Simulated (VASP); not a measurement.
All values below come from revTPSS meta-GGA, VASP's PBE PAW potentials (set 64) (plane waves; VASP).

The input files of a VASP run:

### POSCAR
```
Be
1
    1.1083187647    -1.9196642466     0.0000000000
    1.1083187647     1.9196642466     0.0000000000
    0.0000000000     0.0000000000     3.4809817078
Be
2
Direct
  0.3333330000   0.6666670000   0.2500000000
  0.6666670000   0.3333330000   0.7500000000
```

### INCAR
```
METAGGA  =  RTPSS
EDIFFG  =  -0.01   # ionic stop
IBRION  =  2
ALGO  =  Normal   # blocked Davidson
LASPH  =  .True.   # aspherical one-centre terms
ISMEAR  =  1   # Methfessel-Paxton
SYSTEM  =  Be
LMIXTAU  =  .True.
SIGMA  =  0.1   # width (eV)
LWAVE  =  .False.
ENCUT  =  520   # plane-wave cut-off (eV)
LCHARG  =  .False.
ISIF  =  4   # ions and shape, fixed volume
PREC  =  Accurate
LREAL  =  .False.
EDIFF  =  1E-7
NELM  =  100
NSW  =  30
```

KPOINTS:
```
Automatic mesh
0
Gamma
18 18 10
0 0 0
```

POTCAR, in this order: Be (PBE.64 set). Program: vasp_std.

The resulting files:

### OSZICAR
```
       N       E                     dE             d eps       ncg     rms          rms(c)
DAV:   1     0.524567321827E+02    0.52457E+02   -0.68438E+03  3294   0.244E+03
DAV:   2     0.210462773213E+02   -0.31410E+02   -0.30106E+02  5328   0.375E+02
DAV:   3     0.189435100753E+02   -0.21028E+01   -0.20791E+01  5328   0.890E+01
DAV:   4     0.187642574250E+02   -0.17925E+00   -0.17758E+00  5304   0.273E+01
DAV:   5     0.187469481645E+02   -0.17309E-01   -0.17301E-01  5322   0.710E+00    0.215E+00
DAV:   6    -0.273960550791E+04   -0.27584E+04   -0.27372E+04  5328   0.147E+03    0.278E+00
DAV:   7    -0.731858973393E+07   -0.73159E+07   -0.52548E+07  3840   0.561E+06    0.437E+00
DAV:   8    -0.132060153295E+09   -0.12474E+09   -0.31797E+07  4884   0.343E+07    0.454E+00
DAV:   9    -0.195002660832E+09   -0.62943E+08   -0.47354E+06  4812   0.111E+07    0.439E+00
DAV:  10    -0.208907164586E+09   -0.13905E+08   -0.14690E+06  4818   0.228E+06    0.431E+00
DAV:  11    -0.220717137136E+09   -0.11810E+08   -0.22134E+06  4860   0.245E+06    0.459E+00
DAV:  12    -0.220736163057E+09   -0.19026E+05   -0.15476E+06  4908   0.796E+05    0.571E+00
DAV:  13    -0.215768291559E+09    0.49679E+07   -0.16394E+06  4992   0.308E+05    0.480E+00
DAV:  14    -0.220442961020E+09   -0.46747E+07   -0.19329E+07  4788   0.123E+06    0.550E+00
DAV:  15    -0.221044416847E+09   -0.60146E+06   -0.23389E+07  5022   0.373E+05    0.699E+00
DAV:  16    -0.323103013060E+09   -0.10206E+09   -0.10532E+09  4746   0.136E+06    0.635E+00
DAV:  17    -0.236811846352E+09    0.86291E+08   -0.23006E+08  5004   0.555E+05    0.588E+00
DAV:  18    -0.159028652296E+10   -0.13535E+10   -0.14040E+10  4722   0.261E+06    0.586E+00
DAV:  19    -0.233789035118E+11   -0.21789E+11   -0.23224E+11  4812   0.281E+06    0.619E+00
DAV:  20    -0.185312622503E+09    0.23194E+11   -0.34457E+08  4662   0.807E+06    0.653E+00
DAV:  21    -0.103205429412E+10   -0.84674E+09   -0.88953E+09  4674   0.381E+06    0.642E+00
DAV:  22    -0.264413316459E+10   -0.16121E+10   -0.25075E+10  4644   0.439E+06    0.736E+00
```

File stdout:
```
...
 WARNING: Sub-Space-Matrix is not hermitian in DAV            2
   11.6919403525535
 WARNING: Sub-Space-Matrix is not hermitian in DAV            1
  -15505457.9036218
 WARNING: Sub-Space-Matrix is not hermitian in DAV            2
   1169832.00997984
 WARNING: Sub-Space-Matrix is not hermitian in DAV            3
   364456.638160874
 WARNING: Sub-Space-Matrix is not hermitian in DAV            4
  -2228956.10870235
 WARNING: Sub-Space-Matrix is not hermitian in DAV            5
   1224.19845124065
 WARNING: Sub-Space-Matrix is not hermitian in DAV            6
  -2852.57081455979
 WARNING: Sub-Space-Matrix is not hermitian in DAV            7
  -377504491.950455
 WARNING: Sub-Space-Matrix is not hermitian in DAV            8
  -641719.367981792
 WARNING: Sub-Space-Matrix is not hermitian in DAV            9
   82275847.1166601
 WARNING: Sub-Space-Matrix is not hermitian in DAV           10
  -2454595.78180831
 WARNING: Sub-Space-Matrix is not hermitian in DAV           11
   61399904.1387236

 -----------------------------------------------------------------------------
|                                                                             |
|     EEEEEEE  RRRRRR   RRRRRR   OOOOOOO  RRRRRR      ###     ###     ###     |
|     E        R     R  R     R  O     O  R     R     ###     ###     ###     |
|     E        R     R  R     R  O     O  R     R     ###     ###     ###     |
|     EEEEE    RRRRRR   RRRRRR   O     O  RRRRRR       #       #       #      |
|     E        R   R    R   R    O     O  R   R                               |
|     E        R    R   R    R   O     O  R    R      ###     ###     ###     |
|     EEEEEEE  R     R  R     R  OOOOOOO  R     R     ###     ###     ###     |
|                                                                             |
|     EDDAV: Call to ZHEGV failed. Returncode = 7 2 12                        |
|                                                                             |
|       ---->  I REFUSE TO CONTINUE WITH THIS SICK JOB ... BYE!!! <----       |
|                                                                             |
 -----------------------------------------------------------------------------
```

VASP stops with an error: EDDAV: Call to ZHEGV failed. Returncode = 7 2 12 ----> I REFUSE TO CONTINUE WITH THIS SICK JOB ... BYE!!! <----

The compound is Be in the hcp structure. This cell is one point of a volume scan, at 0.94 of the reference volume.
